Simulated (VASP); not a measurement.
## TaAs (relaxed from the WC structure, space group P-6m2): computed properties

Calculation: r2SCAN meta-GGA, VASP's PBE PAW potentials (set 64) (plane waves; VASP).

* **space group**: P-6m2 (187)
* **cell**: a = b = 3.4135 Å, c = 3.4486 Å, α = β = 90.00°, γ = 120.00°
* **volume per atom**: 17.40 Å³/atom
* **band gap (over mesh and band path)**: none (metal, semimetal or under 0.01 eV)
* **density**: 12.21 g/cm³

Space group P-6m2 (No. 187); a = b = 3.413 Å, c = 3.449 Å, α = β = 90.00°, γ = 120.00°

| atom | site | symmetry | x | y | z |
|---|---|---|---|---|---|
| Ta | 1a | -6m2 | 0.0000 | 0.0000 | 0.0000 |
| As | 1f | -6m2 | 0.6667 | 0.3333 | 0.5000 |

Unless said otherwise, spin-orbit coupling is left out, though it shifts the bands of the heavy elements here.

The structure was generated: TaAs was put into the WC type (P-6m2), which need not be its known phase. It was relaxed first, which changed the volume by -7 %. Symmetry was kept, so distortions that lower it aren't found.
